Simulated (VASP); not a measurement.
GaN (zinc blende) relaxed at rising pressure, in one space group throughout; other phases were not tried. The pressures are those reached. These are PBEsol GGA, VASP's PBE PAW potentials (set 64) (plane waves; VASP 6.6.1) values and carry that method's errors.

```csv
P (GPa),V (Å³/atom),k-mesh
-0.09,11.355,10×10×10
4.88,11.075,10×10×10
10.17,10.814,10×10×10
19.81,10.407,10×10×10
29.69,10.056,11×11×11
```

A change of mesh leaves a small step in the series.

Problem. Fit an equation of state and predict the volume at 45.03 GPa.

Solution. Least squares on the third-order Birch-Murnaghan form, P = (3B0/2)(y⁷ − y⁵)[1 + (3/4)(B′ − 4)(y² − 1)] with y = (V0/V)^(1/3), gives V0 = 11.349 Å³/atom, B0 = 190 GPa and B′ = 4.2, and so 9.607 Å³/atom. The run gave 9.612 Å³/atom, +0.0 % from the fit.

Pressures at which the relaxation failed are left out.

The compound is GaN in the zinc blende structure, a metastable form; wurtzite is the usual one.
